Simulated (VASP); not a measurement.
# AlGaAsN: structure and properties in VASP, part 2 of 4

Aim: relax AlGaAsN, then compute properties on the relaxed cell. The cell is invented: it takes the structure of a Materials Project entry for AlGaN2 (space group 156 there), with some of its atoms replaced by other elements, volume scaled by an estimate. It may not be a known or stable phase.

VASP 6.6.1; revPBE; plane waves and PAW (As, Ga_d, Al, N); invented cell.

Still holding for the runs below: The k-mesh is coarse for a metal.

So far. Step 2 (Relaxing cell and atoms (revPBE)): It ends with a largest force of 0.009 eV/Å and a pressure of -0.04 GPa. The relaxed cell has a = 3.577, c = 6.064 Å (conventional setting).

### 3. Second relaxation

The basis stayed that of the start cell while the cell moved. A rerun from the cell reached resets it; the error of the finite cutoff stays. The mesh changes with the cell too.

File INCAR:

```
SYSTEM = AlGaAsN
PREC = Accurate
ENCUT = 520
EDIFF = 1E-06
NELM = 100
ISMEAR = 0
SIGMA = 0.05
LREAL = .FALSE.
ALGO = Normal
GGA = RE
NBANDS = 19
LORBIT = 11
LWAVE = .FALSE.
LCHARG = .FALSE.
KPAR = 2
IBRION = 2
NSW = 60
ISIF = 3
EDIFFG = -0.01
```

File POSCAR:

```
AlGaAsN
1.0
    3.5765096863      0.0000000000      0.0000000000
   -1.7882548431      3.0973479834      0.0000000000
    0.0000000000      0.0000000000      6.0643573710
As Ga Al N
1 1 1 1
Direct
    0.0000000000      0.0000000000      0.6316196571
    0.6666666700      0.3333333300      0.4445550601
    0.0000000000      0.0000000000      0.0458366392
    0.6666666700      0.3333333300      0.1143886537
```

File KPOINTS:

```
Automatic mesh
0
Gamma
6 6 3
0 0 0
```

Potentials, in the order of the species: As, Ga_d, Al and N (PBE family, release 64).

Started as:

```bash
$ mpirun -np 2 vasp_std
```

The program printed:

```text
[banner, memory and clock lines left out]
running    2 mpi-ranks, on    1 nodes
 distrk:  each k-point on    1 cores,    2 groups
 distr:  one band on    1 cores,    1 groups

 POSCAR found type information on POSCAR AsGaAlN
 POSCAR found :  4 types and       4 ions
 [... a notice as in an earlier step ...]

 LDA part: xc-table for (Slater+PW92), standard interpolation
 POSCAR, INCAR and KPOINTS ok, starting setup
 FFT: planning ... GRIDC
 FFT: planning ... GRID_SOFT
 FFT: planning ... GRID
 WAVECAR not read
 entering main loop
       N       E                     dE             d eps       ncg     rms          rms(c)
DAV:   1     0.171460162329E+03    0.17146E+03   -0.12183E+04   652   0.174E+03
DAV:   2     0.120897753569E+00   -0.17134E+03   -0.16469E+03   733   0.388E+02
DAV:   3    -0.211705996022E+02   -0.21291E+02   -0.20876E+02   796   0.109E+02
DAV:   4    -0.219422930438E+02   -0.77169E+00   -0.76876E+00   825   0.211E+01
DAV:   5    -0.219580522203E+02   -0.15759E-01   -0.15752E-01   767   0.304E+00    0.857E+00
DAV:   6    -0.198275236495E+02    0.21305E+01   -0.12923E+01   863   0.279E+01    0.405E+00
DAV:   7    -0.197241677087E+02    0.10336E+00   -0.12182E+00   716   0.959E+00    0.248E+00
DAV:   8    -0.197251364313E+02   -0.96872E-03   -0.26931E-01   775   0.351E+00    0.829E-01
DAV:   9    -0.197235001581E+02    0.16363E-02   -0.28769E-02   896   0.162E+00    0.307E-01
DAV:  10    -0.197248668090E+02   -0.13667E-02   -0.47907E-03   735   0.448E-01    0.958E-02
DAV:  11    -0.197251612448E+02   -0.29444E-03   -0.52414E-04   821   0.166E-01    0.486E-02
DAV:  12    -0.197251608476E+02    0.39713E-06   -0.15078E-04   781   0.853E-02    0.935E-03
DAV:  13    -0.197251676140E+02   -0.67664E-05   -0.18270E-05   757   0.347E-02    0.595E-03
DAV:  14    -0.197251683135E+02   -0.69951E-06   -0.14287E-06   710   0.914E-03
   1 F= -.19725168E+02 E0= -.19724678E+02  d E =-.197252E+02
 curvature:   0.00 expect dE= 0.000E+00 dE for cont linesearch  0.000E+00
 trial: gam= 0.00000 g(F)=  0.120E-02 g(S)=  0.286E-02 ort = 0.000E+00 (trialstep = 0.100E+01)
 search vector abs. value=  0.405E-02
 bond charge predicted
       N       E                     dE             d eps       ncg     rms          rms(c)
DAV:   1    -0.197367927605E+02   -0.11625E-01   -0.33109E-01   881   0.821E+00    0.640E-01
DAV:   2    -0.197294961986E+02    0.72966E-02   -0.42403E-02   968   0.375E+00    0.294E-01
DAV:   3    -0.197272089365E+02    0.22873E-02   -0.34081E-03  1000   0.115E+00    0.110E-01
DAV:   4    -0.197268786989E+02    0.33024E-03   -0.11603E-03   873   0.280E-01    0.259E-02
DAV:   5    -0.197268582880E+02    0.20411E-04   -0.69894E-05   827   0.840E-02    0.127E-02
DAV:   6    -0.197268554721E+02    0.28160E-05   -0.92307E-06   974   0.245E-02    0.524E-03
DAV:   7    -0.197268556705E+02   -0.19844E-06   -0.11813E-06   410   0.996E-03
   2 F= -.19726856E+02 E0= -.19726365E+02  d E =-.168736E-02
[...]
3 F= -.19726901E+02 E0= -.19726410E+02  d E =-.173235E-02
 curvature:  -0.43 expect dE=-0.242E-03 dE for cont linesearch -0.567E-06
 trial: gam= 0.11995 g(F)=  0.127E-03 g(S)=  0.432E-03 ort = 0.729E-04 (trialstep = 0.972E+00)
 search vector abs. value=  0.635E-03
 bond charge predicted
       N       E                     dE             d eps       ncg     rms          rms(c)
DAV:   1    -0.197285576513E+02   -0.16568E-02   -0.53383E-02   903   0.275E+00    0.227E-01
DAV:   2    -0.197275342385E+02    0.10234E-02   -0.36224E-03   920   0.100E+00    0.109E-01
DAV:   3    -0.197272544181E+02    0.27982E-03   -0.45473E-04   920   0.381E-01    0.411E-02
DAV:   4    -0.197272135221E+02    0.40896E-04   -0.13843E-04   860   0.101E-01    0.934E-03
DAV:   5    -0.197272115756E+02    0.19466E-05   -0.21068E-05   874   0.464E-02    0.393E-03
DAV:   6    -0.197272114558E+02    0.11976E-06   -0.10589E-06   412   0.144E-02
   4 F= -.19727211E+02 E0= -.19726721E+02  d E =-.310792E-03
 trial-energy change:   -0.000311  1 .order   -0.000291   -0.000552   -0.000029
 step:   1.0158(harm=  1.0263)  dis= 0.00149  next Energy=   -19.727212 (dE=-0.311E-03)
 reached required accuracy - stopping structural energy minimisation
```

The job ended after 64 s (2 MPI ranks of AMD EPYC 7R43, shared host; peak memory 0.34 GiB).

OUTCAR, selected parts (step 3):

```text
  LATTYP: Found a hexagonal cell.
 ALAT       =     3.5765096863
 C/A-ratio  =     1.6956077022

The static configuration has the point symmetry C_3v.

 Found     17 irreducible k-points:

   k-points           NKPTS =     17   k-points in BZ     NKDIM =     17   number of bands    NBANDS=     19

   dimension x,y,z NGX =    28 NGY =   28 NGZ =   48
   dimension x,y,z NGXF=    56 NGYF=   56 NGZF=   96

   ENCUT  =  520.0 eV  38.22 Ry    6.18 a.u.   6.65  6.65 11.28*2*pi/ulx,y,z

   NELECT =      26.0000    total number of electrons

 E-fermi :   6.0486

 k-point     1 :       0.0000    0.0000    0.0000
  band No.  band energies     occupation
    ...
      8      -1.7671      2.00000
      9       2.3931      2.00000
     10       2.3931      2.00000
     11       3.9283      2.00000
     12       4.8569      2.00000
     13       6.4267      0.00000
     14       6.4267      0.00000
     15       9.2336      0.00000
     16      10.9565      0.00000
     17      10.9565      0.00000
    ...

 k-point     2 :       0.1667    0.0000    0.0000
  band No.  band energies     occupation
    ...
     10       2.1851      2.00000
     11       3.7263      2.00000
     12       4.1214      2.00000
     13       5.8257      2.00000
     14       6.0144      1.66667
     15       9.3793      0.00000
     16      10.6518      0.00000
     17      11.3188      0.00000
     18      11.4894      0.00000
     19      12.3232      0.00000

  Total       -0.0035120     -0.0035120      0.0079876     -0.0000000      0.0000000      0.0000000
  in kB       -0.0834357     -0.0834357      0.1897639     -0.0000000      0.0000000      0.0000000
  external PRESSURE =       0.0076308 kB  Pullay stress =       0.0000000 kB

  energy-cutoff  :      520.00
  volume of cell :       67.44
      direct lattice vectors                 reciprocal lattice vectors
     3.573261238 -0.000000000  0.000000000     0.279856393  0.161575177  0.000000000
    -1.786630619  3.094534745 -0.000000000     0.000000000  0.323150355  0.000000000
    -0.000000000 -0.000000000  6.098901610    -0.000000000 -0.000000000  0.163963950

 POSITION                                       TOTAL-FORCE (eV/Angst)
 -----------------------------------------------------------------------------------
      0.00000     -0.00000      3.85335         0.000000     -0.000000      0.007083
      1.78663      1.03151      2.70378        -0.000000      0.000000     -0.007628
     -0.00000     -0.00000      0.28444        -0.000000      0.000000     -0.004446
      1.78663      1.03151      0.69911        -0.000000     -0.000000      0.004991
 -----------------------------------------------------------------------------------
    total drift:                               -0.000020      0.000002      0.000618

  FREE ENERGIE OF THE ION-ELECTRON SYSTEM (eV)
  ---------------------------------------------------
  free  energy   TOTEN  =       -19.7272114558 eV

  energy  without entropy=      -19.7262299486  energy(sigma->0) =      -19.72672070

 total charge
# of ion       s       p       d       tot
------------------------------------------
    1        1.210   1.674   0.039   2.922
    2        0.860   0.914  10.056  11.830
    3        0.362   0.298   0.000   0.660
    4        1.248   2.390   0.000   3.638
--------------------------------------------------
tot          3.680   5.276  10.095  19.050

[... 2 parts as in an earlier step ...]

[... 7 further parts left out ...]
```

CONTCAR:

```
AlGaAsN
   1.00000000000000
     3.5732612378201249   -0.0000000000000526    0.0000000000000000
    -1.7866306188601533    3.0945347452083878   -0.0000000000000000
    -0.0000000000000000   -0.0000000000000000    6.0989016103280997
  As              Ga              Al              N
     1     1     1     1
Direct
     0.0000000000000000    0.0000000000000000    0.6318102766302186
     0.6666666699999979    0.3333333300000021    0.4433230830347217
     0.0000000000000000    0.0000000000000000    0.0466377217741627
     0.6666666699999979    0.3333333300000021    0.1146289286608957
```

Step by step:

```csv
step,energy less that of the first step (eV),largest force (eV/Å),pressure (GPa),volume (Å³)
1,0.0000,0.1271,0.47,67.18
2,-0.0017,0.0339,-0.34,67.66
3,-0.0017,0.0316,-0.21,67.59
4,-0.0020,0.0076,0.00,67.44
```

```csv
"conventional cell, symmetrised",before,after,change
a (Å),3.577,3.573,-0.1 %
b (Å),3.577,3.573,-0.1 %
c (Å),6.064,6.099,+0.6 %
volume (Å³/atom),16.79,16.86,+0.4 %
```

Final coordinates:

```cif
data_structure
_symmetry_space_group_name_H-M 'P 1'
_symmetry_Int_Tables_number 1
_cell_length_a 3.5733
_cell_length_b 3.5733
_cell_length_c 6.0989
_cell_angle_alpha 90.000
_cell_angle_beta 90.000
_cell_angle_gamma 120.000
_cell_volume 67.44
loop_
_atom_site_label
_atom_site_type_symbol
_atom_site_fract_x
_atom_site_fract_y
_atom_site_fract_z
_atom_site_occupancy
As1 As 0.00000 0.00000 0.63181 1
Ga2 Ga 0.66667 0.33333 0.44332 1
Al3 Al 0.00000 0.00000 0.04664 1
N4 N 0.66667 0.33333 0.11463 1
```

This step gave:

* irreducible k-points: 17
* free energy (TOTEN): -19.73 eV
* energy at zero smearing: -19.73 eV
* Fermi energy: 6.049 eV
* pressure: 7.63e-4 GPa
* SCF cycles over all ionic steps: 32

It ends with a largest force of 0.008 eV/Å and a pressure of 0.00 GPa.

(Continued in part 3 of 4.)

[Lines on the potential files, build, host, timing and source positions are cut from VASP's logs without a mark.]

[Logs are printed without paths, hosts, clocks, repeated set-up lines and the standing remarks that a program may print on its own settings, such as how far it seeks lower states.]

[Hosts, paths, dates, database ids (printed as entryN), source tags and the programs' standing remarks are cut or masked in the printed files.]

[A measured line is paired with the nearest computed mode of its activity, which favours agreement.]
